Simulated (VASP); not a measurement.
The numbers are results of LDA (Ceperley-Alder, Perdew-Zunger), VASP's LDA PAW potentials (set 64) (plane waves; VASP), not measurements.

VASP input:

POSCAR:
```
ZrO2
1
    0.0000000000     2.4863082011     2.4863082011
    2.4863082011     0.0000000000     2.4863082011
    2.4863082011     2.4863082011     0.0000000000
Zr O
1 2
Direct
  0.0000000000   0.0000000000   0.0000000000
  0.2500000000   0.2500000000   0.2500000000
  0.7500000000   0.7500000000   0.7500000000
```

KPOINTS:
```
kpoints
0
G
  8 8 8
```

INCAR:
```
# general
SYSTEM =ZrO2
PREC   =Accurate
ENCUT  =620   # plane-wave cut-off (eV)
LREAL  =.FALSE.   # projection in real space or not
LASPH  =.TRUE.   # aspherical one-centre terms

# electronic loop
EDIFF  =1E-6   # SCF stop (eV)
NELM   =100   # most electronic steps
ALGO   =Normal   # blocked Davidson
LMAXMIX=4

# smearing
ISMEAR =0   # Gaussian
SIGMA  =0.05

# ions
IBRION =2
NSW    =40   # most ionic steps
ISIF   =3   # ions, shape and volume
EDIFFG =-0.02   # ionic stop
PSTRESS=200

# output
LWAVE  =.FALSE.
LCHARG =.FALSE.
```

POTCAR, in this order: Zr_sv O (LDA.64 set). Program: vasp_std.

Energy and stress use the plane-wave basis of the starting cell.

Problem. What does the run give for the energy per atom (σ→0), volume per atom, band gap (on the k-mesh)?

Solution. 
The energy per atom (σ→0) is -10.419 eV/atom. The band gap (on the k-mesh) comes out as 3.49 eV and the volume per atom is 9.95 Å^3/atom.

OSZICAR:
```
...
DAV:   3    -0.312451333030E+02    0.11163E+00   -0.39205E-01  1472   0.598E+00    0.580E-01
DAV:   4    -0.312486754922E+02   -0.35422E-02   -0.39832E-02  1408   0.151E+00    0.655E-01
DAV:   5    -0.312526911477E+02   -0.40157E-02   -0.30186E-03  1472   0.377E-01    0.364E-01
DAV:   6    -0.312560319393E+02   -0.33408E-02   -0.58968E-03  1488   0.488E-01    0.350E-02
DAV:   7    -0.312560152406E+02    0.16699E-04   -0.13185E-04  1016   0.946E-02    0.300E-02
DAV:   8    -0.312560279859E+02   -0.12745E-04   -0.17633E-05  1232   0.452E-02    0.383E-03
DAV:   9    -0.312560280223E+02   -0.36377E-07   -0.81340E-07   544   0.815E-03
   3 F= -.27530833E+02 E0= -.27530833E+02  d E =-.294525E-01
```

The compound is ZrO2 in the fluorite structure, the high-temperature cubic form, which is unstable at 0 K; the monoclinic form is the stable one. This run relaxes it under an external pressure of 20 GPa. Symmetry was kept, so distortions that lower it aren't found.
